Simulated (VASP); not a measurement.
Computed with PBE GGA, VASP's PBE PAW potentials (set 64) (plane waves; VASP).

The input files of a VASP run:

**KPOINTS**
```
Regular mesh
0
G
9 9 9
```

POSCAR:
```
AlN
1
    0.0000000000     2.1938230000     2.1938230000
    2.1938230000     0.0000000000     2.1938230000
    2.1938230000     2.1938230000     0.0000000000
Al N
1 1
Direct
  0.0000000000   0.0000000000   0.0000000000
  0.7500000000   0.7500000000   0.7500000000
```

**INCAR**
```
EDIFF=1E-6   # SCF stop (eV)
LREAL=.FALSE.   # projection in real space or not
ENCUT=400
LCHARG=.FALSE.
NELM=100   # most electronic steps
ISMEAR=-1   # Fermi-Dirac
PREC=Accurate
SYSTEM=AlN
ALGO=Normal   # blocked Davidson
LASPH=.TRUE.   # aspherical one-centre terms
ISIF=2
GGA=PE
LWAVE=.FALSE.
SIGMA=0.05   # width (eV)
```

POTCAR, in this order: Al N (PBE.64 set). Program: vasp_std.

Output of the run:

**OSZICAR**
```
       N       E                     dE             d eps       ncg     rms          rms(c)
DAV:   1     0.188255716174E+01    0.18826E+01   -0.36699E+03   664   0.670E+02
DAV:   2    -0.168968798838E+02   -0.18779E+02   -0.17657E+02   704   0.110E+02
DAV:   3    -0.171759645923E+02   -0.27908E+00   -0.27908E+00   680   0.166E+01
DAV:   4    -0.171770658569E+02   -0.11013E-02   -0.11013E-02   800   0.972E-01
DAV:   5    -0.171770666046E+02   -0.74768E-06   -0.74768E-06   696   0.245E-02    0.850E+00
DAV:   6    -0.148617764565E+02    0.23153E+01   -0.13422E+01   560   0.226E+01    0.299E+00
DAV:   7    -0.148521074171E+02    0.96690E-02   -0.88209E-02   592   0.310E+00    0.205E+00
DAV:   8    -0.148465121161E+02    0.55953E-02   -0.18028E-02   632   0.182E+00    0.409E-01
DAV:   9    -0.148462702030E+02    0.24191E-03   -0.64449E-04   768   0.188E-01    0.214E-01
DAV:  10    -0.148463843869E+02   -0.11418E-03   -0.24125E-04   624   0.135E-01    0.328E-02
DAV:  11    -0.148463833236E+02    0.10633E-05   -0.35644E-06   656   0.146E-02    0.157E-02
DAV:  12    -0.148463833735E+02   -0.49883E-07   -0.93026E-07   432   0.890E-03
   1 F= -.14846383E+02 E0= -.14846383E+02  d E =-.350576E-10
```

File OUTCAR:
```
------------------------ aborting loop because EDIFF is reached ----------------------------------------
  FORCE on cell =-STRESS in cart. coord.  units (eV):
  Direction    XX          YY          ZZ          XY          YZ          ZX
  --------------------------------------------------------------------------------------
  Total       -0.2147234     -0.2147234     -0.2147234      0.0000000      0.0000000      0.0000000
  in kB      -16.2912810    -16.2912810    -16.2912810      0.0000000      0.0000000      0.0000000
  external PRESSURE =     -16.2912810 kB  Pullay stress =       0.0000000 kB
  volume of cell :       21.12
      direct lattice vectors                 reciprocal lattice vectors
     0.000000000  2.193823000  2.193823000    -0.227912644  0.227912644  0.227912644
     2.193823000  0.000000000  2.193823000     0.227912644 -0.227912644  0.227912644
     2.193823000  2.193823000  0.000000000     0.227912644  0.227912644 -0.227912644
  FREE ENERGIE OF THE ION-ELECTRON SYSTEM (eV)
  ---------------------------------------------------
  free  energy   TOTEN  =       -14.8463833735 eV

  energy  without entropy=      -14.8463833735  energy(sigma->0) =      -14.84638337
```
(Selected blocks of OUTCAR.)

At this cut-off the stress carries a Pulay error, which pulls relaxed volumes low.

The structure comes from a computed database's AlN entry; how it stands against other phases isn't given here. The cell was not relaxed at this level.
